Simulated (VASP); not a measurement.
Output of a VASP run:

File OSZICAR:
```
       N       E                     dE             d eps       ncg     rms          rms(c)
DAV:   1     0.856725600351E+02    0.85673E+02   -0.11047E+04 13040   0.200E+03
DAV:   2    -0.605400110057E-01   -0.85733E+02   -0.84600E+02 13112   0.276E+02
DAV:   3    -0.239846870129E+01   -0.23379E+01   -0.23343E+01 16184   0.566E+01
DAV:   4    -0.240459257841E+01   -0.61239E-02   -0.61236E-02 14808   0.295E+00
DAV:   5    -0.240460221591E+01   -0.96375E-05   -0.96371E-05 16016   0.953E-02    0.395E+00
DAV:   6    -0.221153007154E+01    0.19307E+00   -0.96081E-01 13080   0.217E+01    0.297E+00
DAV:   7    -0.220256907208E+01    0.89610E-02   -0.29083E-02 16216   0.316E+00    0.153E+00
DAV:   8    -0.219811199254E+01    0.44571E-02   -0.18653E-03 16880   0.729E-01    0.480E-02
DAV:   9    -0.219812122180E+01   -0.92293E-05   -0.29508E-04 17704   0.256E-01    0.336E-02
DAV:  10    -0.219812372742E+01   -0.25056E-05   -0.28107E-05 13872   0.766E-02    0.269E-03
DAV:  11    -0.219812354834E+01    0.17909E-06   -0.14931E-07  8760   0.384E-03
   1 F= -.28326051E+01 E0= -.28323755E+01  d E =-.688852E-03
```

### OUTCAR
```
------------------------ aborting loop because EDIFF is reached ----------------------------------------
  Edisp (eV):   -0.63448
  FORCE on cell =-STRESS in cart. coord.  units (eV):
  Direction    XX          YY          ZZ          XY          YZ          ZX
  --------------------------------------------------------------------------------------
  Total      -0.67224    -0.63933    -0.88535    -0.02822     0.00000     0.00000
  in kB     -35.03704   -33.32186   -46.14444    -1.47090     0.00000     0.00000
  external pressure =      -38.17 kB  Pullay stress =        0.00 kB
  volume of cell :       30.74
      direct lattice vectors                 reciprocal lattice vectors
     1.318638000 -2.304600000  0.000000000     0.379179123 -0.216957390  0.000000000
     1.318638000  2.304600000  0.000000000     0.379179123  0.216957390  0.000000000
     0.000000000  0.000000000  5.057723000     0.000000000  0.000000000  0.197717431
 POSITION                                       TOTAL-FORCE (eV/Angst)
 -----------------------------------------------------------------------------------
      1.31864      0.76820      1.26443         0.027952     -0.004457     -0.000000
      1.38188     -0.76820      3.79329        -0.027952      0.004457      0.000000
 -----------------------------------------------------------------------------------
    total drift:                               -0.000312     -0.000000     -0.000002
  FREE ENERGIE OF THE ION-ELECTRON SYSTEM (eV)
  ---------------------------------------------------
  free  energy   TOTEN  =        -2.8326050978 eV

  energy  without entropy=       -2.8319162460  energy(sigma->0) =       -2.83237548
```
(Selected blocks of OUTCAR.)

**POSCAR**
```
Zn
1
    1.3186380000    -2.3046000000     0.0000000000
    1.3186380000     2.3046000000     0.0000000000
    0.0000000000     0.0000000000     5.0577230000
Zn
2
Direct
  0.3333330000   0.6666670000   0.2500000000
  0.6906460000   0.3573120000   0.7500000000
```

Q: Reconstruct the remaining input files.

A: This is not unique; one that fits is the input of the run itself, PBE GGA with D4 dispersion, plane waves, VASP's PBE PAW potentials (set 64).

### KPOINTS
```
kpoints
0
Gamma
 14 14 7
```

**INCAR**
```
LCHARG  =  .FALSE.
SYSTEM  =  Zn
NELM  =  100   ! most electronic steps
PREC  =  Accurate
LMAXMIX  =  4
GGA  =  PE   ! PBE
LWAVE  =  .FALSE.
SIGMA  =  0.1   ! width (eV)
IVDW  =  13   ! D4
LREAL  =  .FALSE.   ! projection in real space or not
EDIFF  =  1E-6
ALGO  =  Normal
ISIF  =  2
ENCUT  =  400
ISMEAR  =  1   ! Methfessel-Paxton
LASPH  =  .TRUE.   ! aspherical one-centre terms
```

POTCAR, in this order: Zn (PBE.64 set). Program: vasp_std.

The compound is Zn in the hcp structure. The cell was not relaxed at this level, atoms are displaced from their ideal sites. The run is one of a series of settings (IVDW = 13 against the base run), some of them coarse on purpose.
